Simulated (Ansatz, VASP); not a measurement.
## Na5CuTe4: VASP beside Ansatz

```
CELL_PARAMETERS angstrom
0.00000 5.41475 5.41475
5.41475 0.00000 5.41475
5.41475 5.41475 0.00000
ATOMIC_POSITIONS crystal
Na 0.85343 0.85343 0.85343
Na 0.85343 0.85343 0.43970
Na 0.85343 0.43970 0.85343
Na 0.43970 0.85343 0.85343
Na 0.00000 0.00000 0.00000
Cu 0.25000 0.25000 0.25000
Te 0.38427 0.38427 0.38427
Te 0.38427 0.38427 0.84719
Te 0.38427 0.84719 0.38427
Te 0.84719 0.38427 0.38427
```

Alike in both runs: functional PBE; k mesh 4 × 4 × 4; occupations gaussian, width 0.1 eV; no spin polarisation.

Ansatz relaxed the structure, and its values are those at the end. VASP's run is a single point on that final structure, the one shown.

|  | VASP | Ansatz |
| --- | --- | --- |
| version | VASP 6.6.1 | Ansatz 0.2.0 |
| potentials or method | VASP PAW PBE potentials, release 64 (Na_pv, Cu, Te) | scalar-relativistic, plane waves, PAW |
| plane-wave cutoff (eV) | 520 | 420 |
| valence electrons in the cell | 70 | 128 |

|  | VASP | Ansatz | Ansatz less VASP |
| --- | --- | --- | --- |
| gap on the k mesh at the Fermi level (eV) | none | none | - |
| pressure (GPa) | 0.2 | 0.2 | -0.03 |
| rms of the force components (eV/Å) | 0.009 | 0.015 | +0.0058 |

A gap of «none» marks a metal or a gap that the smearing closes. The two sets of potentials don't hold the same shells in valence.

Spin-orbit coupling is left out, which matters for the levels of Te.
